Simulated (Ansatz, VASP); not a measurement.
# Pb3Se2S: VASP beside Ansatz, part 2 of 2

One calculation is typed for both programs; each brings its own data sets. How far apart do they land? The cell is generated by rule, not measured, and may not be a known phase. The cell is taken from a series of runs on this material, whose earlier steps may have relaxed, scaled, displaced or heated it; both programs get it as it stands.

VASP 6.6.1 and Ansatz 0.2.0.

So far: Starting point; Ansatz: relaxation of cell and atoms, LDA.

## Step 3: VASP: relaxation of cell and atoms, LDA

Level of this step: LDA; plane waves and PAW (Pb_d, S, Se); invented cell (VASP).

The same cell, functional (in two slightly different forms), mesh and smearing now go to VASP, with its own data sets.

Lines of VASP's logs that name or quote its potential files are left out, and so is its time.

Contents of INCAR:

```
SYSTEM = Pb3Se2S
PREC = Accurate
ENCUT = 500
EDIFF = 1E-07
NELM = 120
ISMEAR = 0
SIGMA = 0.1
LREAL = .FALSE.
ALGO = Normal
GGA = CA
NBANDS = 37
LORBIT = 11
LWAVE = .FALSE.
LCHARG = .FALSE.
ISIF = 3
IBRION = 2
NSW = 80
EDIFFG = -0.005
LASPH = .TRUE.
GGA_COMPAT = .FALSE.
NELMIN = 4
KPAR = 2
```

Contents of POSCAR:

```
Pb3Se2S
1.0
    2.9905510000      2.9905510000      0.0000000000
   -2.9905510000      2.9905510000      0.0000000000
    2.9905510000      0.0000000000      8.9626030000
Pb S Se
3 1 2
Direct
    0.0000000000      0.0000000000      0.0000000000
    0.3369386661      0.6630613339      0.3261226677
    0.6630613339      0.3369386661      0.6738773323
    0.5000000000      0.5000000000      0.0000000000
    0.8327770961      0.1672229039      0.3344458078
    0.1672229039      0.8327770961      0.6655541922
```

Contents of KPOINTS:

```
Automatic mesh
0
Gamma
8 8 8
0 0 0
```

PAW data sets: Pb_d, S and Se (LDA family, release 64).

Run with:

```console
$ mpirun -np 2 vasp_std
```

Numbers of over 12 decimals in the logs are rounded to 6 here.

The program printed:

```text
[banner, memory and clock lines left out]
running    2 mpi-ranks, on    1 nodes
 distrk:  each k-point on    1 cores,    2 groups
 distr:  one band on    1 cores,    1 groups

 POSCAR found type information on POSCAR PbS Se
 POSCAR found :  3 types and       6 ions
 LDA part: xc-table for (Slater(with rela. corr.)+CA(PZ))
 , standard interpolation
 POSCAR, INCAR and KPOINTS ok, starting setup
 FFT: planning ... GRIDC
 FFT: planning ... GRID_SOFT
 FFT: planning ... GRID
 WAVECAR not read
 entering main loop
       N       E                     dE             d eps       ncg     rms          rms(c)
DAV:   1     0.665287433757E+03    0.66529E+03   -0.26994E+04  4366   0.167E+03
DAV:   2     0.557941937288E+02   -0.60949E+03   -0.59428E+03  4446   0.457E+02
DAV:   3    -0.250165989703E+02   -0.80811E+02   -0.77907E+02  5594   0.190E+02
DAV:   4    -0.296443707094E+02   -0.46278E+01   -0.45914E+01  5370   0.452E+01
DAV:   5    -0.298268727991E+02   -0.18250E+00   -0.18231E+00  6072   0.888E+00    0.617E+00
DAV:   6    -0.288841597348E+02    0.94271E+00   -0.22304E+00  6062   0.907E+00    0.377E+00
DAV:   7    -0.288715827950E+02    0.12577E-01   -0.51731E-01  5445   0.296E+00    0.206E+00
DAV:   8    -0.288665492143E+02    0.50336E-02   -0.71650E-02  5957   0.201E+00    0.345E-01
DAV:   9    -0.288632783310E+02    0.32709E-02   -0.13311E-02  5909   0.808E-01    0.144E-01
DAV:  10    -0.288634750434E+02   -0.19671E-03   -0.22694E-03  5607   0.219E-01    0.600E-02
DAV:  11    -0.288634802363E+02   -0.51929E-05   -0.12929E-04  6507   0.818E-02    0.245E-02
DAV:  12    -0.288634812026E+02   -0.96630E-06   -0.17817E-05  6153   0.255E-02    0.771E-03
DAV:  13    -0.288634808508E+02    0.35176E-06   -0.78109E-06  5912   0.220E-02    0.245E-03
DAV:  14    -0.288634807464E+02    0.10445E-06   -0.78447E-07  4557   0.518E-03    0.155E-03
DAV:  15    -0.288634807477E+02   -0.13142E-08   -0.77042E-08  2953   0.166E-03
   1 F= -.28863481E+02 E0= -.28863000E+02  d E =-.288635E+02
 curvature:   0.00 expect dE= 0.000E+00 dE for cont linesearch  0.000E+00
 trial: gam= 0.00000 g(F)=  0.221E-05 g(S)=  0.192E-03 ort = 0.000E+00 (trialstep = 0.100E+01)
 search vector abs. value=  0.194E-03
 bond charge predicted
       N       E                     dE             d eps       ncg     rms          rms(c)
DAV:   1    -0.288661115912E+02   -0.26308E-02   -0.84557E-02  5694   0.354E+00    0.279E-01
DAV:   2    -0.288639000737E+02    0.22115E-02   -0.50944E-03  5562   0.882E-01    0.100E-01
DAV:   3    -0.288635428612E+02    0.35721E-03   -0.16771E-03  5690   0.473E-01    0.218E-02
DAV:   4    -0.288635451274E+02   -0.22662E-05   -0.53525E-05  4979   0.480E-02    0.877E-03
DAV:   5    -0.288635449539E+02    0.17349E-06   -0.51328E-06  6101   0.226E-02    0.438E-03
DAV:   6    -0.288635451019E+02   -0.14797E-06   -0.86492E-07  4949   0.724E-03    0.110E-03
DAV:   7    -0.288635450749E+02    0.27015E-07   -0.11831E-07  3007   0.381E-03
   2 F= -.28863545E+02 E0= -.28863069E+02  d E =-.643272E-04
 trial-energy change:   -0.000064  1 .order   -0.000056   -0.000194    0.000083
 step:   0.7377(harm=  0.7013)  dis= 0.00015  next Energy=   -28.863556 (dE=-0.750E-04)
 bond charge predicted
       N       E                     dE             d eps       ncg     rms          rms(c)
DAV:   1    -0.288637320201E+02   -0.18692E-03   -0.58058E-03  5712   0.924E-01    0.733E-02
DAV:   2    -0.288635793849E+02    0.15264E-03   -0.35227E-04  5565   0.232E-01    0.263E-02
DAV:   3    -0.288635548693E+02    0.24516E-04   -0.11511E-04  5701   0.124E-01    0.576E-03
DAV:   4    -0.288635550307E+02   -0.16133E-06   -0.36928E-06  4969   0.125E-02    0.228E-03
DAV:   5    -0.288635550136E+02    0.17097E-07   -0.29819E-07  3701   0.593E-03
   3 F= -.28863555E+02 E0= -.28863078E+02  d E =-.742659E-04
 curvature:  -0.35 expect dE=-0.149E-05 dE for cont linesearch -0.659E-06
 trial: gam= 0.00000 g(F)=  0.196E-05 g(S)=  0.236E-05 ort =-0.192E-04 (trialstep = 0.948E+00)
 search vector abs. value=  0.432E-05
 reached required accuracy - stopping structural energy minimisation
```

OUTCAR, selected parts (step 3):

```text
ion  position               nearest neighbor table
   1  0.000  0.000  0.000-   4 2.99   4 2.99   4 2.99   4 2.99   6 3.00   5 3.00
   2  0.337  0.663  0.326-   4 2.92   5 2.99   5 2.99   5 2.99   5 2.99   6 3.04
   3  0.663  0.337  0.674-   4 2.92   6 2.99   6 2.99   6 2.99   6 2.99   5 3.04
   4  0.500  0.500  0.000-   2 2.92   3 2.92   1 2.99   1 2.99   1 2.99   1 2.99
   5  0.833  0.167  0.334-   2 2.99   2 2.99   2 2.99   2 2.99   1 3.00   3 3.04
   6  0.167  0.833  0.666-   3 2.99   3 2.99   3 2.99   3 2.99   1 3.00   2 3.04

  LATTYP: Found a body centered tetragonal cell.
 ALAT       =     4.2292777832
 C/A-ratio  =     4.2383609966

 Subroutine GETGRP returns: Found 16 space group operations
 (whereof 16 operations were pure point group operations)

The static configuration has the point symmetry D_4h.

 Found     59 irreducible k-points:

   k-points           NKPTS =     59   k-points in BZ     NKDIM =     59   number of bands    NBANDS=     37

   dimension x,y,z NGX =    32 NGY =   32 NGZ =   70
   dimension x,y,z NGXF=    64 NGYF=   64 NGZF=  140

   ENCUT  =  500.0 eV  36.75 Ry    6.06 a.u.   7.71  7.71 17.23*2*pi/ulx,y,z

   NELECT =      60.0000    total number of electrons

 k-points in reciprocal lattice and weights: Automatic mesh
   0.00000000  0.00000000  0.00000000       0.002
   0.12500000  0.00000000  0.00000000       0.016
   0.25000000  0.00000000  0.00000000       0.016
   0.37500000  0.00000000  0.00000000       0.016
   0.50000000  0.00000000  0.00000000       0.008
   0.12500000  0.12500000  0.00000000       0.008
   0.25000000  0.12500000  0.00000000       0.031
   0.37500000  0.12500000  0.00000000       0.031
   0.50000000  0.12500000 -0.00000000       0.031
[...]
-0.12500000  0.12500000  0.37500000       0.008
   0.00000000  0.00000000  0.50000000       0.002

 average (electrostatic) potential at core
       1 -91.7767       2 -91.6680       3 -91.6680       4 -86.1970       5 -58.5927
       6 -58.5927

 E-fermi :   5.6930

 k-point     1 :       0.0000    0.0000    0.0000
  band No.  band energies     occupation
    ...
     26       2.4235      2.00000
     27       2.4235      2.00000
     28       3.4723      2.00000
     29       3.4878      2.00000
     30       3.4878      2.00000
     31       9.2940      0.00000
     32       9.4908      0.00000
     33       9.5119      0.00000
     34       9.6895      0.00000
     35      10.3579      0.00000
    ...

 k-point     2 :       0.1250    0.0000    0.0000
  band No.  band energies     occupation
    ...
     26       2.6658      2.00000
     27       3.0166      2.00000
     28       3.3787      2.00000
     29       3.5847      2.00000
     30       3.7953      2.00000
     31       8.6985      0.00000
     32       9.1766      0.00000
     33       9.4739      0.00000
     34       9.6000      0.00000
     35       9.7213      0.00000
    ...

 k-point     3 :       0.2500    0.0000    0.0000
  band No.  band energies     occupation
    ...
     26       3.0963      2.00000
     27       3.2708      2.00000
     28       3.8268      2.00000
     29       3.9515      2.00000
     30       4.4705      2.00000
     31       7.5246      0.00000
     32       7.9334      0.00000
     33       8.4155      0.00000
     34       8.5605      0.00000
     35       8.8630      0.00000
    ...

  Total       -0.0098544     -0.0098544     -0.0099488      0.0000000     -0.0000000      0.0000000
  in kB       -0.0983303     -0.0983303     -0.0992722      0.0000000     -0.0000000      0.0000000
  external PRESSURE =      -0.0986443 kB  Pullay stress =       0.0000000 kB

  energy-cutoff  :      500.00
  volume of cell :      160.57
      direct lattice vectors                 reciprocal lattice vectors
     2.992070260  2.992070260 -0.000000000     0.167108375  0.167108375 -0.055755693
    -2.992070260  2.992070260 -0.000000000    -0.167108375  0.167108375  0.055755693
     2.992070260  0.000000000  8.967694100     0.000000000  0.000000000  0.111511386

 POSITION                                       TOTAL-FORCE (eV/Angst)
 -----------------------------------------------------------------------------------
      0.00000      0.00000     -0.00000        -0.000000     -0.000000      0.000000
     -0.00000      2.99207      2.92442        -0.000000     -0.000000     -0.004352
      2.99207      2.99207      6.04327         0.000000      0.000000      0.004352
      0.00000      2.99207     -0.00000         0.000000      0.000000      0.000000
      2.99207      2.99207      2.99930        -0.000000      0.000000      0.001179
     -0.00000      2.99207      5.96840        -0.000000     -0.000000     -0.001179
 -----------------------------------------------------------------------------------
    total drift:                                0.000000     -0.000000     -0.000000

  FREE ENERGIE OF THE ION-ELECTRON SYSTEM (eV)
  ---------------------------------------------------
  free  energy   TOTEN  =       -28.8635550136 eV

  energy  without entropy=      -28.8626009635  energy(sigma->0) =      -28.86307799

 reached required accuracy - stopping structural energy minimisation

 total charge
# of ion       s       p       d       tot
------------------------------------------
    1        1.477   0.541   9.839  11.858
    2        1.471   0.582   9.842  11.895
    3        1.471   0.582   9.842  11.895
    4        1.352   2.309   0.000   3.661
    5        1.475   2.337   0.022   3.834
    6        1.475   2.337   0.022   3.834
--------------------------------------------------
tot          8.723   8.687  29.566  46.976

[... 3 further parts left out ...]
```

CONTCAR:

```
Pb3Se2S
   1.00000000000000
     2.9920702601968276    2.9920702601968276   -0.0000000000000000
    -2.9920702601968276    2.9920702601968276   -0.0000000000000000
     2.9920702601968276    0.0000000000000000    8.9676941001879253
  Pb              S               Se
     3     1     2
Direct
     0.0000000000000000    0.0000000000000000    0.0000000000000000
     0.3369467713968773    0.6630532286031227    0.3261064571062364
     0.6630532286031227    0.3369467713968773    0.6738935428937636
     0.5000000000000000    0.5000000000000000    0.0000000000000000
     0.8327721184578896    0.1672278815421104    0.3344557630842279
     0.1672278815421104    0.8327721184578896    0.6655442369157721
```

The run keeps the 16 symmetry operations of its start, so it cannot find a distortion of lower symmetry.

## Step 4: Comparison

Known differences besides the potentials themselves: the two LDA forms differ slightly; the data sets hold 80 valence electrons in Ansatz (on its default PAW (the set named soft_2) files) and 60 in VASP; the cutoff is 420 eV in Ansatz and 500 eV in VASP; VASP's log shows a relativistic correction to its local exchange, Ansatz's none; Ansatz adds a Pulay correction to the stress that steers its cell, VASP none. Total energies have different zeros and are not compared.

The two programs side by side:

```
                                         quantity  Ansatz    VASP  difference
                                      volume (Å³)  160.31  160.57     -0.16 %
edge a after relaxation, in the typed setting (Å)   4.229   4.231     -0.05 %
edge c after relaxation, in the typed setting (Å)   9.448   9.454     -0.06 %
```

## Step 5: Summary of results

| Quantity | Value |
| --- | --- |
| difference in volume (relaxation of cell and atoms, LDA) | -0.16 % |

**Reading.** The difference in volume is -0.16 % (relaxation of cell and atoms, LDA), within the 1.2 % picked in this series as the mark of a large difference, as far as the stopping tolerances let one tell. The data sets hold unlike numbers of valence electrons (80 in Ansatz and 60 in VASP), so part of the differences comes from the potentials. Such differences can come from data sets, numerical settings and the points named under the comparisons, not from the functional's error against experiment.

[Lines on the potential files, build, host, timing and source positions are cut from VASP's logs without a mark.]

[Logs are printed without paths, hosts, clocks, repeated set-up lines and the standing remarks that a program may print on its own settings, such as how far it seeks lower states.]

[Hosts, paths, dates, database ids (printed as entryN), source tags and the programs' standing remarks are cut or masked in the printed files.]
